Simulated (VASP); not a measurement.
Output of a VASP run:

File OSZICAR:
```
       N       E                     dE             d eps       ncg     rms          rms(c)
DAV:   1     0.265685883772E+03    0.26569E+03   -0.17752E+04   616   0.150E+03
DAV:   2     0.112678783274E+02   -0.25442E+03   -0.24932E+03   682   0.366E+02
DAV:   3    -0.359776652728E+01   -0.14866E+02   -0.14772E+02   736   0.869E+01
DAV:   4    -0.377689826671E+01   -0.17913E+00   -0.17902E+00   706   0.946E+00
DAV:   5    -0.377982060403E+01   -0.29223E-02   -0.29222E-02   748   0.121E+00    0.114E+01
DAV:   6    -0.264675972284E+01    0.11331E+01   -0.28056E+00   792   0.168E+01    0.890E+00
DAV:   7    -0.263656274301E+01    0.10197E-01   -0.86772E-01   700   0.541E+00    0.424E+00
DAV:   8    -0.263216841608E+01    0.43943E-02   -0.12202E-01   704   0.365E+00    0.517E-01
DAV:   9    -0.262958648276E+01    0.25819E-02   -0.22409E-02   794   0.190E+00    0.170E-01
DAV:  10    -0.262968926266E+01   -0.10278E-03   -0.11646E-03   694   0.313E-01    0.743E-02
DAV:  11    -0.262975474293E+01   -0.65480E-04   -0.30183E-04   742   0.144E-01    0.825E-02
DAV:  12    -0.262974727777E+01    0.74652E-05   -0.12182E-04   676   0.804E-02    0.157E-02
DAV:  13    -0.262974800297E+01   -0.72520E-06   -0.79257E-06   754   0.208E-02
   1 F= -.26297480E+01 E0= -.26297480E+01  d E =-.262975E+01
       N       E                     dE             d eps       ncg     rms          rms(c)
DAV:   1    -0.355530733821E+01   -0.92556E+00   -0.20518E+01   646   0.512E+01    0.814E+00
DAV:   2    -0.275852018415E+01    0.79679E+00   -0.20702E+00   640   0.187E+01    0.285E+00
DAV:   3    -0.267187256250E+01    0.86648E-01   -0.22670E-01   688   0.448E+00    0.255E+00
DAV:   4    -0.265597970500E+01    0.15893E-01   -0.16243E-02   634   0.929E-01    0.670E-01
DAV:   5    -0.265369819628E+01    0.22815E-02   -0.60206E-03   760   0.841E-01    0.136E-01
DAV:   6    -0.265375951982E+01   -0.61324E-04   -0.61520E-04   640   0.224E-01    0.658E-02
DAV:   7    -0.265376613488E+01   -0.66151E-05   -0.10035E-05   688   0.266E-02    0.188E-02
DAV:   8    -0.265376493549E+01    0.11994E-05   -0.20667E-06   494   0.164E-02    0.112E-02
DAV:   9    -0.265376550617E+01   -0.57068E-06   -0.38219E-07   350   0.441E-03
   2 F= -.26537655E+01 E0= -.26537655E+01  d E =-.240175E-01
       N       E                     dE             d eps       ncg     rms          rms(c)
DAV:   1    -0.272605411278E+01   -0.72289E-01   -0.15064E+00   646   0.134E+01    0.197E+00
DAV:   2    -0.266402833525E+01    0.62026E-01   -0.17348E-01   640   0.535E+00    0.656E-01
DAV:   3    -0.265809352270E+01    0.59348E-02   -0.20391E-02   670   0.126E+00    0.574E-01
DAV:   4    -0.265752708372E+01    0.56644E-03   -0.94499E-04   640   0.297E-01    0.144E-01
DAV:   5    -0.265733978724E+01    0.18730E-03   -0.69790E-04   742   0.301E-01    0.487E-02
DAV:   6    -0.265734899400E+01   -0.92068E-05   -0.63539E-05   646   0.765E-02    0.167E-02
DAV:   7    -0.265734861902E+01    0.37498E-06   -0.43996E-07   404   0.552E-03
   3 F= -.26573486E+01 E0= -.26573486E+01  d E =-.276006E-01
```

**OUTCAR**
```
------------------------ aborting loop because EDIFF is reached ----------------------------------------
  FORCE on cell =-STRESS in cart. coord.  units (eV):
  Direction    XX          YY          ZZ          XY          YZ          ZX
  --------------------------------------------------------------------------------------
  Total       -0.0332847     -0.0332847      0.0373330      0.0000000     -0.0000000      0.0000000
  in kB       -0.5145637     -0.5145636      0.5771483      0.0000000     -0.0000000      0.0000000
  external PRESSURE =      -0.1506597 kB  Pullay stress =       0.0000000 kB
  volume of cell :      103.64
      direct lattice vectors                 reciprocal lattice vectors
     2.095696880 -3.629853295  0.000000000     0.238584122 -0.137746614  0.000000000
     2.095696880  3.629853295  0.000000000     0.238584122  0.137746614  0.000000000
    -0.000000000  0.000000000  6.811905259    -0.000000000  0.000000000  0.146801807
  FREE ENERGIE OF THE ION-ELECTRON SYSTEM (eV)
  ---------------------------------------------------
  free  energy   TOTEN  =        -2.6573486190 eV

  energy  without entropy=       -2.6573486190  energy(sigma->0) =       -2.65734862

 reached required accuracy - stopping structural energy minimisation
```
(Selected blocks of OUTCAR.)

### POSCAR
```
CdS
1
    2.0700000000    -3.5853450000     0.0000000000
    2.0700000000     3.5853450000     0.0000000000
    0.0000000000     0.0000000000     6.7200000000
Cd S
2 2
Direct
  0.6666670000   0.3333330000   0.5000000000
  0.3333330000   0.6666670000   0.0000000000
  0.6666670000   0.3333330000   0.8770000000
  0.3333330000   0.6666670000   0.3770000000
```

**Question.** Reconstruct the remaining input files.

**Answer.** This is not unique; one that fits is the input of the run itself, optB88-vdW, plane waves, VASP's PBE PAW potentials (set 64).

INCAR:
```
! general
SYSTEM   = CdS
PREC     = Accurate
ENCUT    = 520
LREAL    = F
LASPH    = T

! electronic loop
EDIFF    = 1E-6
NELM     = 100
ALGO     = Normal
LMAXMIX  = 4

! smearing
ISMEAR   = 0
SIGMA    = 0.05

! functional
GGA      = BO
LUSE_VDW = T
AGGAC    = 0.0
PARAM1   = 0.1833333333
PARAM2   = 0.22

! ions
IBRION   = 2
NSW      = 60
ISIF     = 3
EDIFFG   = -0.02

! output
LWAVE    = F
LCHARG   = F
```

### KPOINTS
```
kpoints
0
gamma
  6 6 3
0 0 0
```

POTCAR, in this order: Cd S (PBE.64 set). Program: vasp_std.

Energy and stress use the plane-wave basis of the starting cell.

The compound is CdS in the wurtzite structure. This run relaxes it. Symmetry was kept, so distortions that lower it aren't found. The start is the result of an earlier pass.
